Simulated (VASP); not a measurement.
## Zr: surface energy and work function by face

Aim: compare the low-index faces of Zr at one level of theory.

Method: r2SCAN; plane waves and PAW (Zr_sv), in VASP 6.6.1.

### Step 1. The structure

The structure is hexagonal, space group P6_3/mmc (No. 194). The conventional cell has a = 3.230 Å, b = 3.230 Å, c = 5.145 Å, α = 90.00°, β = 90.00°, γ = 120.00°. Nearest to Zr lie 12 Zr at 3.18 to 3.23 Å.

### Step 2. The bulk reference, job relaxation, k-mesh 14×14×8

The bulk crystal is relaxed first, so that the slabs are cut at this functional's lattice.

INCAR

```
SYSTEM = Zr
PREC = Accurate
ENCUT = 420
EDIFF = 1E-06
NELM = 120
ISMEAR = 1
SIGMA = 0.15
LREAL = .FALSE.
ALGO = Normal
METAGGA = R2SCAN
LASPH = .TRUE.
NBANDS = 18
LORBIT = 11
LWAVE = .FALSE.
LCHARG = .FALSE.
KPAR = 4
IBRION = 2
NSW = 30
ISIF = 3
EDIFFG = -0.01
POTIM = 0.4
```

POSCAR

```
Zr
1.0
    3.2300000000      0.0000000000      0.0000000000
   -1.6150000000      2.7972620542      0.0000000000
    0.0000000000      0.0000000000      5.1453900000
Zr
2
Direct
    0.0000000000      0.0000000000      0.0000000000
    0.3333333333      0.6666666667      0.5000000000
```

KPOINTS

```
Automatic mesh
0
Gamma
14 14 8
0 0 0
```

The projector-augmented-wave data sets are Zr_sv (PBE family, release 64).

On the command line:

```
mpirun -np 4 vasp_std
```

Log:

```text
[banner, memory and clock lines left out]
running    4 mpi-ranks, on    1 nodes
 distrk:  each k-point on    1 cores,    4 groups
 distr:  one band on    1 cores,    1 groups

 POSCAR found type information on POSCAR Zr
 POSCAR found :  1 types and       2 ions
|                                                                             |
|               ----> ADVICE to this user running VASP <----                  |
|                                                                             |
|     You enforced a specific xc type in the INCAR file but a different       |
|     [... a line on the potential file left out ...]
|     I HOPE YOU KNOW WHAT YOU ARE DOING!                                     |
|                                                                             |

 LDA part: xc-table for (None), standard interpolation
 POSCAR, INCAR and KPOINTS ok, starting setup
 FFT: planning ... GRIDC
 FFT: planning ... GRID_SOFT
 FFT: planning ... GRID
 WAVECAR not read
 entering main loop
       N       E                     dE             d eps       ncg     rms          rms(c)
DAV:   1     0.157767716076E+03    0.15777E+03   -0.12355E+04  4320   0.117E+03
DAV:   2    -0.442248539880E+02   -0.20199E+03   -0.19888E+03  5164   0.360E+02
DAV:   3    -0.586159868505E+02   -0.14391E+02   -0.14269E+02  8094   0.664E+01
DAV:   4    -0.589223536971E+02   -0.30637E+00   -0.30605E+00  5024   0.104E+01
DAV:   5    -0.589340368580E+02   -0.11683E-01   -0.11677E-01  6574   0.131E+00    0.180E+01
DAV:   6    -0.455535509327E+02    0.13380E+02   -0.13139E+01  5534   0.205E+01    0.432E+00
DAV:   7    -0.454753847100E+02    0.78166E-01   -0.31487E-01  5054   0.462E+00    0.141E+00
DAV:   8    -0.454904393184E+02   -0.15055E-01   -0.15692E-01  7080   0.295E+00    0.893E-01
DAV:   9    -0.455023619646E+02   -0.11923E-01   -0.28610E-02  6328   0.140E+00    0.636E-01
DAV:  10    -0.455003528529E+02    0.20091E-02   -0.75990E-03  4640   0.735E-01    0.554E-02
DAV:  11    -0.455003547725E+02   -0.19196E-05   -0.61595E-04  6632   0.172E-01    0.352E-02
DAV:  12    -0.455003551294E+02   -0.35687E-06   -0.28469E-05  5306   0.464E-02    0.111E-02
DAV:  13    -0.455003559048E+02   -0.77539E-06   -0.97212E-07  3574   0.755E-03
   1 F= -.45500356E+02 E0= -.45501154E+02  d E =-.455004E+02
 curvature:   0.00 expect dE= 0.000E+00 dE for cont linesearch  0.000E+00
 trial: gam= 0.00000 g(F)=  0.207E-47 g(S)=  0.534E-02 ort = 0.000E+00 (trialstep = 0.100E+01)
 search vector abs. value=  0.534E-02
 bond charge predicted
       N       E                     dE             d eps       ncg     rms          rms(c)
DAV:   1    -0.455447833967E+02   -0.44428E-01   -0.19092E+00  4368   0.136E+01    0.198E+00
DAV:   2    -0.455117164379E+02    0.33067E-01   -0.18992E-01  4914   0.363E+00    0.803E-01
DAV:   3    -0.454993374114E+02    0.12379E-01   -0.55694E-02  6334   0.170E+00    0.375E-01
DAV:   4    -0.455004411106E+02   -0.11037E-02   -0.42990E-03  5504   0.254E-01    0.159E-01
DAV:   5    -0.455012341706E+02   -0.79306E-03   -0.28837E-03  6410   0.278E-01    0.674E-02
DAV:   6    -0.455012521998E+02   -0.18029E-04   -0.99036E-05  5132   0.622E-02    0.241E-02
DAV:   7    -0.455012537260E+02   -0.15262E-05   -0.64762E-06  4894   0.212E-02    0.907E-03
DAV:   8    -0.455012546919E+02   -0.96590E-06   -0.93624E-07  2394   0.113E-02
   2 F= -.45501255E+02 E0= -.45502259E+02  d E =-.898787E-03
[...]
3 F= -.45501926E+02 E0= -.45502851E+02  d E =-.156970E-02
[...]
4 F= -.45501926E+02 E0= -.45502853E+02  d E =-.156987E-02
[...]
5 F= -.45501986E+02 E0= -.45502916E+02  d E =-.599008E-04
 trial-energy change:   -0.000060  1 .order   -0.000060   -0.000083   -0.000036
 step:   1.6395(harm=  1.6395)  dis= 0.00000  next Energy=   -45.502000 (dE=-0.738E-04)
 bond charge predicted
       N       E                     dE             d eps       ncg     rms          rms(c)
DAV:   1    -0.455021166764E+02   -0.13158E-03   -0.88501E-03  4332   0.824E-01    0.649E-02
DAV:   2    -0.455020119925E+02    0.10468E-03   -0.28802E-04  4680   0.118E-01    0.319E-02
DAV:   3    -0.455019992538E+02    0.12739E-04   -0.68518E-05  5362   0.654E-02    0.543E-03
DAV:   4    -0.455020009941E+02   -0.17404E-05   -0.13129E-06  3568   0.102E-02    0.356E-03
DAV:   5    -0.455020013955E+02   -0.40138E-06   -0.38345E-07  2378   0.554E-03
   6 F= -.45502001E+02 E0= -.45502935E+02  d E =-.756172E-04
 curvature:  -0.83 expect dE=-0.196E-05 dE for cont linesearch -0.240E-07
 trial: gam=-0.01104 g(F)=  0.135E-46 g(S)=  0.235E-05 ort = 0.162E-05 (trialstep = 0.107E+01)
 search vector abs. value=  0.233E-05
 reached required accuracy - stopping structural energy minimisation
```

Elapsed: 2.3 min, on 4 MPI ranks of Intel Xeon Platinum 8488C (Sapphire Rapids), shared host; peak memory 0.76 GiB; 8.8 min of CPU time.

Lines that name or quote the potential files are left out of all logs, and their timing lines are given in words.

OUTCAR, selected parts (step 2):

```text
ion  position               nearest neighbor table
   1  0.000  0.000  0.000-   2 3.18   2 3.18   2 3.18   2 3.18   2 3.18   2 3.18
   2  0.333  0.667  0.500-   1 3.18   1 3.18   1 3.18   1 3.18   1 3.18   1 3.18

  LATTYP: Found a hexagonal cell.
 ALAT       =     3.2300000000
 C/A-ratio  =     1.5930000000

 Subroutine GETGRP returns: Found 24 space group operations
 (whereof 12 operations were pure point group operations)

The static configuration has the point symmetry D_3h.
 The point group associated with its full space group is D_6h.

 Found    120 irreducible k-points:

   k-points           NKPTS =    120   k-points in BZ     NKDIM =    120   number of bands    NBANDS=     18

   dimension x,y,z NGX =    24 NGY =   24 NGZ =   36
   dimension x,y,z NGXF=    48 NGYF=   48 NGZF=   72

   ENCUT  =  420.0 eV  30.87 Ry    5.56 a.u.   5.40  5.40  8.60*2*pi/ulx,y,z

   NELECT =      24.0000    total number of electrons

 k-points in reciprocal lattice and weights: Automatic mesh
   0.00000000  0.00000000  0.00000000       0.001
   0.07142857  0.00000000  0.00000000       0.004
   0.14285714  0.00000000  0.00000000       0.004
   0.21428571  0.00000000  0.00000000       0.004
   0.28571429  0.00000000  0.00000000       0.004
   0.35714286 -0.00000000  0.00000000       0.004
   0.42857143  0.00000000  0.00000000       0.004
   0.50000000  0.00000000  0.00000000       0.002
   0.07142857  0.07142857  0.00000000       0.004
[...]
0.28571429  0.28571429  0.50000000       0.004
   0.35714286  0.28571429  0.50000000       0.004

 average (electrostatic) potential at core
       1 -79.9682       2 -79.9682

 E-fermi :   8.9691

 k-point     1 :       0.0000    0.0000    0.0000
  band No.  band energies     occupation
    ...
      6     -18.4470      2.00000
      7     -18.4418      2.00000
      8     -18.4418      2.00000
      9       2.9470      2.00000
     10       5.7677      2.00000
     11       9.9109     -0.00000
     12       9.9109     -0.00000
     13       9.9686     -0.00000
     14      10.1096     -0.00000
     15      10.6571     -0.00000
    ...

 k-point     2 :       0.0714    0.0000    0.0000
  band No.  band energies     occupation
    ...
      6     -18.4783      2.00000
      7     -18.4540      2.00000
      8     -18.4462      2.00000
      9       3.0950      2.00000
     10       5.8999      2.00000
     11       9.5380     -0.00000
     12       9.6956     -0.00000
     13      10.0469     -0.00000
     14      10.3875     -0.00000
     15      10.5352     -0.00000
    ...

 k-point     3 :       0.1429    0.0000    0.0000
  band No.  band energies     occupation
    ...
      7     -18.4749      2.00000
      8     -18.4593      2.00000
      9       3.5194      2.00000
     10       6.2545      2.00000
     11       9.0008      0.65030
     12       9.0495      0.22145
     13      10.1870     -0.00000
     14      10.4483     -0.00000
     15      10.8032     -0.00000
     16      10.8071     -0.00000
    ...

  Total       -0.0060269     -0.0060269     -0.0070274      0.0000000      0.0000000     -0.0000000
  in kB       -0.2055472     -0.2055472     -0.2396693      0.0000000      0.0000000     -0.0000000
  external PRESSURE =      -0.2169212 kB  Pullay stress =       0.0000000 kB

  energy-cutoff  :      420.00
  volume of cell :       46.98
      direct lattice vectors                 reciprocal lattice vectors
     3.245510901  0.000000000  0.000000000     0.308117899  0.177891952 -0.000000000
    -1.622755450  2.810694888 -0.000000000     0.000000000  0.355783904  0.000000000
     0.000000000  0.000000000  5.149871075    -0.000000000  0.000000000  0.194179618

 POSITION                                       TOTAL-FORCE (eV/Angst)
 -----------------------------------------------------------------------------------
      1.62276      2.81069      0.00000        -0.000000      0.000000      0.000000
     -0.00000      1.87380      2.57494         0.000000      0.000000      0.000000
 -----------------------------------------------------------------------------------
    total drift:                                0.000000     -0.000000     -0.000000

  FREE ENERGIE OF THE ION-ELECTRON SYSTEM (eV)
  ---------------------------------------------------
  free  energy   TOTEN  =       -45.5020013955 eV

  energy  without entropy=      -45.5048015218  energy(sigma->0) =      -45.50293477

 reached required accuracy - stopping structural energy minimisation

 total charge
# of ion       s       p       d       tot
------------------------------------------
    1        2.225   5.969   1.570   9.764
    2        2.225   5.969   1.570   9.764
--------------------------------------------------
tot          4.450  11.938   3.140  19.528

[... 3 further parts left out ...]
```

CONTCAR:

```
Zr
   1.00000000000000
     3.2455109008669010    0.0000000000000000    0.0000000000000000
    -1.6227554504334505    2.8106948883859757   -0.0000000000000000
     0.0000000000000000    0.0000000000000000    5.1498710746349436
  Zr
     2
Direct
     1.0000000000000000    1.0000000000000000    0.0000000000000000
     0.3333333332999970    0.6666666667000030    0.5000000000000000
```

The PAW data sets were made with PBE, which is usual practice but a small mismatch for other functionals. The run keeps the 24 symmetry operations of its start, so it cannot find a distortion of lower symmetry.

Step by step:

```csv
step,energy less that of the first step (eV),largest force (eV/Å),pressure (GPa),volume (Å³)
1,0.0000,0.0000,1.03,46.49
2,-0.0009,0.0000,-0.69,47.30
3,-0.0016,0.0000,-0.02,46.97
4,-0.0016,0.0000,-0.02,46.98
5,-0.0016,0.0000,-0.03,46.98
6,-0.0016,0.0000,-0.02,46.98
```

```csv
"conventional cell, symmetrised",before,after,change
a (Å),3.230,3.246,+0.5 %
b (Å),3.230,3.246,+0.5 %
c (Å),5.145,5.150,+0.1 %
volume (Å³/atom),23.24,23.49,+1.1 %
```

The relaxed structure:

```
Zr
1.0
     3.24551    0.00000    0.00000
    -1.62276    2.81069    0.00000
     0.00000    0.00000    5.14987
Zr
2
Direct
  0.00000 0.00000 0.00000
  0.33333 0.66667 0.50000
```

Numbers from this step:

```yaml
electronic_cycles: 42
electrons: 24
free_energy_toten: -45.50 eV
energy_at_zero_smearing: -45.50 eV
fermi_energy: 8.969 eV
metallic: yes
```

The run ended after 6 ionic steps, 0.002 eV below its first step, once forces and stress met EDIFFG = -0.01.

Energy at zero smearing: -45.50293 eV.

### Step 3. The bulk reference, job self-consistent run, k-mesh 16×16×9

INCAR

```
SYSTEM = Zr
PREC = Normal
ENCUT = 320
EDIFF = 1E-06
NELM = 120
ISMEAR = 1
SIGMA = 0.15
LREAL = .FALSE.
ALGO = Normal
METAGGA = R2SCAN
LASPH = .TRUE.
NBANDS = 18
LORBIT = 11
LWAVE = .FALSE.
LCHARG = .FALSE.
KPAR = 4
```

POSCAR

```
Zr
1.0
    3.2455109009      0.0000000000      0.0000000000
   -1.6227554504      2.8106948884      0.0000000000
    0.0000000000      0.0000000000      5.1498710746
Zr
2
Direct
    0.0000000000      0.0000000000      0.0000000000
    0.3333333333      0.6666666667      0.5000000000
```

KPOINTS

```
Automatic mesh
0
Gamma
16 16 9
0 0 0
```

On the command line:

```
mpirun -np 4 vasp_std
```

Log:

```text
[banner, memory and clock lines left out]
running    4 mpi-ranks, on    1 nodes
 distrk:  each k-point on    1 cores,    4 groups
 distr:  one band on    1 cores,    1 groups

 POSCAR found type information on POSCAR Zr
 POSCAR found :  1 types and       2 ions
 [... a notice as in an earlier step ...]

 LDA part: xc-table for (None), standard interpolation
 POSCAR, INCAR and KPOINTS ok, starting setup
 FFT: planning ... GRIDC
 FFT: planning ... GRID_SOFT
 FFT: planning ... GRID
 WAVECAR not read
 entering main loop
       N       E                     dE             d eps       ncg     rms          rms(c)
DAV:   1     0.120491349428E+03    0.12049E+03   -0.10770E+04  5432   0.967E+02
DAV:   2    -0.465818122939E+02   -0.16707E+03   -0.16456E+03  6560   0.315E+02
DAV:   3    -0.586741595212E+02   -0.12092E+02   -0.12000E+02  9886   0.573E+01
DAV:   4    -0.589351169277E+02   -0.26096E+00   -0.26061E+00  6562   0.886E+00
DAV:   5    -0.589448690493E+02   -0.97521E-02   -0.97478E-02  7810   0.111E+00    0.178E+01
DAV:   6    -0.455524528865E+02    0.13392E+02   -0.13303E+01  6896   0.199E+01    0.421E+00
DAV:   7    -0.454874861021E+02    0.64967E-01   -0.30345E-01  6308   0.437E+00    0.140E+00
DAV:   8    -0.454997162948E+02   -0.12230E-01   -0.15677E-01  8722   0.294E+00    0.908E-01
DAV:   9    -0.455109776622E+02   -0.11261E-01   -0.27926E-02  7930   0.136E+00    0.649E-01
DAV:  10    -0.455086682221E+02    0.23094E-02   -0.82775E-03  5832   0.753E-01    0.547E-02
DAV:  11    -0.455086929654E+02   -0.24743E-04   -0.59129E-04  8346   0.158E-01    0.344E-02
DAV:  12    -0.455087034315E+02   -0.10466E-04   -0.26484E-05  6858   0.429E-02    0.912E-03
DAV:  13    -0.455087062349E+02   -0.28034E-05   -0.87922E-07  4514   0.672E-03    0.468E-03
DAV:  14    -0.455087092087E+02   -0.29739E-05   -0.71523E-07  3162   0.768E-03    0.607E-04
DAV:  15    -0.455087094709E+02   -0.26216E-06   -0.21547E-07  3026   0.312E-03
   1 F= -.45508709E+02 E0= -.45509637E+02  d E =0.278144E-02
```

It took 24 s on 4 MPI ranks; peak memory 0.59 GiB.

Parts of OUTCAR (step 3):

```text
  LATTYP: Found a hexagonal cell.
 ALAT       =     3.2455109009
 C/A-ratio  =     1.5867674557

 Found    150 irreducible k-points:

   k-points           NKPTS =    150   k-points in BZ     NKDIM =    150   number of bands    NBANDS=     18

   dimension x,y,z NGX =    14 NGY =   14 NGZ =   24
   dimension x,y,z NGXF=    28 NGYF=   28 NGZF=   48

   ENCUT  =  320.0 eV  23.52 Ry    4.85 a.u.   4.73  4.73  7.51*2*pi/ulx,y,z

   NELECT =      24.0000    total number of electrons

 E-fermi :   8.9523

 k-point     1 :       0.0000    0.0000    0.0000
  band No.  band energies     occupation
    ...
      6     -18.4389      2.00000
      7     -18.4327      2.00000
      8     -18.4327      2.00000
      9       2.9637      2.00000
     10       5.7753      2.00000
     11       9.9143     -0.00000
     12       9.9143     -0.00000
     13       9.9684     -0.00000
     14      10.1125     -0.00000
     15      10.6610     -0.00000
    ...

 k-point     2 :       0.0625    0.0000    0.0000
  band No.  band energies     occupation
    ...
      6     -18.4606      2.00000
      7     -18.4441      2.00000
      8     -18.4360      2.00000
      9       3.0775      2.00000
     10       5.8768      2.00000
     11       9.6029     -0.00000
     12       9.7567     -0.00000
     13      10.0186     -0.00000
     14      10.3526     -0.00000
     15      10.5632     -0.00000
    ...

  Total       -0.1703358     -0.1703358     -0.2038338     -0.0000000     -0.0000000     -0.0000000
  in kB       -5.8092959     -5.8092959     -6.9517417     -0.0000000     -0.0000000     -0.0000000
  external PRESSURE =      -6.1901112 kB  Pullay stress =       0.0000000 kB

  energy-cutoff  :      320.00
  volume of cell :       46.98
      direct lattice vectors                 reciprocal lattice vectors
     3.245510901  0.000000000  0.000000000     0.308117899  0.177891952  0.000000000
    -1.622755450  2.810694888  0.000000000     0.000000000  0.355783904  0.000000000
     0.000000000  0.000000000  5.149871075     0.000000000  0.000000000  0.194179618

 POSITION                                       TOTAL-FORCE (eV/Angst)
 -----------------------------------------------------------------------------------
      0.00000      0.00000      0.00000         0.000000      0.000000      0.000000
     -0.00000      1.87380      2.57494        -0.000000      0.000000      0.000000
 -----------------------------------------------------------------------------------
    total drift:                                0.000001     -0.000000     -0.000000

  FREE ENERGIE OF THE ION-ELECTRON SYSTEM (eV)
  ---------------------------------------------------
  free  energy   TOTEN  =       -45.5087094709 eV

  energy  without entropy=      -45.5114909159  energy(sigma->0) =      -45.50963662

 total charge
# of ion       s       p       d       tot
------------------------------------------
    1        2.223   5.967   1.571   9.761
    2        2.223   5.967   1.571   9.761
--------------------------------------------------
tot          4.446  11.934   3.142  19.523

[... 3 parts as in an earlier step ...]

[... 6 further parts left out ...]
```

This step gave:

* electronic cycles: 15
* free energy (TOTEN): -45.51 eV
* energy at zero smearing: -45.51 eV
* Fermi energy: 8.952 eV

Energy at zero smearing: -45.50964 eV.

The run ends at a pressure of -0.62 GPa.

[end of part 1 of 5]

[Lines on the potential files, build, host, timing and source positions are cut from VASP's logs without a mark.]

[Logs are printed without paths, hosts, clocks, repeated set-up lines and the standing remarks that a program may print on its own settings, such as how far it seeks lower states.]

[Hosts, paths, dates, database ids (printed as entryN), source tags and the programs' standing remarks are cut or masked in the printed files.]

[Runs that stopped without an error message from VASP are left out.]
